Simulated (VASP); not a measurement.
Write the native input for VASP 6.6.1 that does the following.

```
Task                   : single point
Functional             : LDA
Potentials or basis    : VASP PAW LDA potentials, release 64 (Te, Pb_d)
Cutoff                 : 520 eV
k mesh                 : 8 × 8 × 8
Occupations            : gaussian, width 0.02 eV
Spin                   : no spin polarisation
Dipole correction      : no
Further INCAR settings : ALGO = Fast; EDIFF = 1e-06; NBANDS = 17
```

The structure of TePb lies in POSCAR:

```
TePb
1.0
    0.0000000000      3.1912201825      3.1912201825
    3.1912201825      0.0000000000      3.1912201825
    3.1912201825      3.1912201825      0.0000000000
Te Pb
1 1
Direct
    0.5000000000      0.5000000000      0.5000000000
    0.0000000000      0.0000000000      0.0000000000
```

The input as run:

INCAR

```
PREC = Accurate
ENCUT = 520
EDIFF = 1E-6
ISMEAR = 0
SIGMA = 0.02
LREAL = False
LASPH = True
NELM = 80
ALGO = Fast
ISIF = 2
LWAVE = False
LCHARG = False
NBANDS = 17
```

KPOINTS

```
regular mesh
0
Gamma
  8 8 8
```

Potentials or basis: VASP PAW LDA potentials, release 64 (Te, Pb_d).

Run with:

```bash
$ cat potpaw_LDA.64/Te/POTCAR potpaw_LDA.64/Pb_d/POTCAR > POTCAR
$ mpirun -np 1 vasp_std > vasp.out
```

It gave:

```yaml
Pressure: 0.0 GPa
Band_gap_on_the_k_mesh: 0.56 eV, direct
```

Caveat: spin-orbit coupling is left out, which as a rule narrows the gap of such compounds by several tenths of an eV.

It took 31 s on 1 thread of Intel(R) Xeon(R) Platinum 8488C (Sapphire Rapids), on a shared host, peak memory 0.19 GiB.
